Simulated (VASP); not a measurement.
Si11WC12 (a cell with a defect):

```
W Si C
1.0
     0.00000    6.53700    6.53700
     4.35800    0.00000    4.35800
     4.35800    4.35800    0.00000
W Si C
1 11 12
Direct
  0.99710 0.00176 0.00180
  0.99879 0.99585 0.50380
  0.99894 0.50349 0.99606
  0.99876 0.50326 0.50358
  0.33853 0.99772 0.99877
  0.34125 0.99577 0.49612
  0.34112 0.49529 0.99676
  0.33519 0.49916 0.50014
  0.66680 0.99641 0.99777
  0.66356 0.99851 0.50911
  0.66350 0.50765 0.00007
  0.66824 0.49875 0.49997
  0.08938 0.12904 0.12937
  0.09107 0.12781 0.60803
  0.09093 0.60800 0.12821
  0.08509 0.62434 0.62459
  0.42003 0.12264 0.12350
  0.41585 0.12527 0.62731
  0.41577 0.62625 0.12635
  0.41898 0.62330 0.62421
  0.73493 0.13244 0.13399
  0.75148 0.12433 0.62491
  0.75157 0.62356 0.12548
  0.75061 0.62441 0.62591
```

Base run:

```yaml
Program: VASP 6.6.1
Functional: PBEsol
Potentials_or_basis: VASP PAW PBE potentials, release 64 (W_sv, Si, C)
Cutoff: 450 eV
k_mesh: 3 × 4 × 4
Occupations: gaussian, width 0.03 eV
Spin: collinear spin, ferromagnetic start
Starting_moments: "[1.0, 0.0, 0.0, 0.0, 0.0, 0.0, 0.0, 0.0, 0.0, 0.0, 0.0, 0.0, 0.0, 0.0, 0.0, 0.0, 0.0, 0.0, 0.0, 0.0, 0.0, 0.0, 0.0, 0.0] μB"
Fixed_moment: 1 μB
Hubbard_terms: W d U = 2 eV
```

Its results: net moment 1.00 μB per cell; site moments W +0.65; Si +0.02, +0.01, +0.00; C -0.01, -0.00, +0.01, +0.00 μB; largest force 0.108 eV/Å.

Question: The run is repeated on the same cell with these changes: k mesh from 3 × 4 × 4 to 2 × 3 × 3; fixed moment from 1 μB to none. What comes out?

Answer: Net moment 0.88 μB per cell; site moments W +0.57; Si +0.02, +0.01, +0.00; C -0.01, -0.00, +0.00 μB; largest force 0.064 eV/Å.

Caveats: some runs use coarse meshes; the PAW data sets were made with another functional, which shifts forces and pressure a little; the U is typed as a test and isn't derived for this compound; the total moment is fixed, so each spin has its own Fermi level (some runs).
